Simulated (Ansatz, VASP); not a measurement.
## Two plane-wave programs on TaSiO4

File INCAR:

```
SYSTEM = TaSiO4
PREC = Accurate ; ENCUT = 600
EDIFF = 1E-6 ; ISMEAR = 0
SIGMA = 0.1 ; LREAL = .FALSE.
LASPH = .TRUE. ; NELM = 60
ALGO = Normal ; ISIF = 3
LWAVE = .FALSE. ; LCHARG = .FALSE.
GGA = PE ; IBRION = 2
NSW = 90 ; EDIFFG = -0.04
```

Contents of KPOINTS:

```
Automatic mesh
0
G
  6 6 4
  0 0 0
```

The input POSCAR:

```
TaSiO4
1.0
    3.4010444900      0.0000000000      0.0000000000
   -1.7005222500      2.9453909300      0.0000000000
    0.0000000000      0.0000000000      7.1890132700
Ta Si O
1 1 4
Direct
    0.0000000000      0.0000000000      0.0000000000
    0.0000000000      0.0000000000      0.5000000000
    0.3333333300      0.6666666700      0.0000000000
    0.6666666700      0.3333333300      0.0000000000
    0.0000000000      0.0000000000      0.2193526900
    0.0000000000      0.0000000000      0.7806473100
```

Input for Ansatz:

```yaml
crystal:
  lattice:
    - [3.40104449, 0.0, 0.0]
    - [-1.70052225, 2.94539093, 0.0]
    - [0.0, 0.0, 7.18901327]
  atoms:
    - { symbol: Ta, position: [0.0, 0.0, 0.0] }
    - { symbol: Si, position: [0.0, 0.0, 0.5] }
    - { symbol: O, position: [0.33333333, 0.66666667, 0.0] }
    - { symbol: O, position: [0.66666667, 0.33333333, 0.0] }
    - { symbol: O, position: [0.0, 0.0, 0.21935269] }
    - { symbol: O, position: [0.0, 0.0, 0.78064731] }
basis:
  ecutwfc: 420
kpoints:
  mp_grid: { grid: [6, 6, 4] }
hamiltonian:
  xc: pbe
scf:
  occupations: { method: gaussian, width: 0.1 }
  lower_state_search: "off"
output:
  forces: true
  stress: true
  eigenvalues: true
relax:
  adjacent_minimum: "off"
  f_tol: 0.04
  max_steps: 70
  cell: { stress_tol: 0.4 }
```

Alike in both runs: task relaxation of cell and atoms; functional PBE; k mesh 6 × 6 × 4; occupations gaussian, width 0.1 eV; no spin polarisation.

```csv
,VASP,Ansatz
version,VASP 6.6.1,Ansatz 0.2.0
potentials or method,"VASP PAW PBE potentials, release 64 (Ta_pv, Si, O)","scalar-relativistic, plane waves, PAW"
plane-wave cutoff (eV),600,420
valence electrons in the cell,39,41
```

|  | VASP | Ansatz | Ansatz less VASP |
| --- | --- | --- | --- |
| gap on the k mesh at the Fermi level, each at its own relaxed structure (eV) | none | none | - |
| relaxed volume (Å³/atom) | 14.10 | 14.08 | -0.020 |
| relaxed cell length with the largest relative difference (Å) | 7.266 | 7.262 | -0.0046 |
| energy change over the relaxation (meV/atom) | -1918 | -1874 | +44.4 |

A gap of «none» marks a metal or a gap that the smearing closes. The two sets of potentials don't hold the same shells in valence.

Caveats: the volume moved by over 15 % at a fixed basis, so the end points are rough (VASP); an odd number of electrons without spin polarisation forces a metal; a magnetic or distorted state may lie lower. The runs have no spin-orbit coupling, so splittings on Ta are missing.
